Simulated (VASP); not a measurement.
Wanted: the native input for a VASP 6.6.1 run.

| Property | Result |
| --- | --- |
| Task | relaxation of cell and atoms |
| Functional | PBE |
| Potentials or basis | VASP PAW PBE potentials, release 64 (Sb, Te, O) |
| Cutoff | 520 eV |
| k mesh | 8 × 4 × 8 |
| Occupations | gaussian, width 0.1 eV |
| Spin | no spin polarisation |
| Further INCAR settings | ALGO = Normal; EDIFF = 1e-06; IBRION = 2; EDIFFG = -0.01; NSW = 90; ISIF = 3 |

The structure of Sb2TeO2 lies in POSCAR:

```
Sb2TeO2
1.0
    3.9360000000      0.0000000000      0.0000000000
    0.0000000000     12.7430000000      0.0000000000
    0.0000000000      0.0000000000      3.8470000000
Sb Te O
4 2 4
Direct
    0.5325203300      0.1545946800      0.5000000000
    0.0325203300      0.3454053200      0.0000000000
    0.9674796700      0.6545946800      0.0000000000
    0.4674796700      0.8454053200      0.5000000000
    0.0000000000      0.0000000000      0.0000000000
    0.5000000000      0.5000000000      0.5000000000
    0.0134654500      0.2480577600      0.5000000000
    0.5134654500      0.2519422400      0.0000000000
    0.4865345500      0.7480577600      0.0000000000
    0.9865345500      0.7519422400      0.5000000000
```

The cell was built by a generator and needn't be a form met in nature.

The input as run:

INCAR

```
SYSTEM = Sb2TeO2
ALGO = Normal
EDIFF = 1E-6
EDIFFG = -0.01
ENCUT = 520
GGA = PE
IBRION = 2
ISIF = 3
ISMEAR = 0
KPAR = 4
LASPH = .TRUE.
LCHARG = .FALSE.
LREAL = .FALSE.
LWAVE = .FALSE.
NELM = 120
NSW = 90
PREC = Accurate
SIGMA = 0.1
```

KPOINTS

```
k-points
0
G
  8 4 8
  0 0 0
```

Potentials or basis: VASP PAW PBE potentials, release 64 (Sb, Te, O).

Run with:

```bash
$ cat potpaw_PBE.64/Sb/POTCAR potpaw_PBE.64/Te/POTCAR potpaw_PBE.64/O/POTCAR > POTCAR
$ mpirun -np 4 vasp_std > vasp.out
```

It gave:

```
Relaxed volume                         : 19.12 Å³/atom
Relaxed cell                           : a = 3.906 Å, b = 12.546 Å, c = 3.901 Å, α = 90.00°, β = 90.00°, γ = 90.00°
Space group after relaxing (to 0.05 Å) : Pnnm (No. 58)
Energy gained by relaxing              : 2.1 meV/atom
Ionic steps                            : 12
Pressure after relaxing                : -0.1 GPa
Largest force after relaxing           : 0.009 eV/Å
Band gap on the k mesh                 : none (metal or under the smearing width)
```

It took 11 min on 4 MPI ranks on Intel(R) Xeon(R) Platinum 8488C (Sapphire Rapids), with other jobs on the host, peak memory 0.6 GiB a rank.
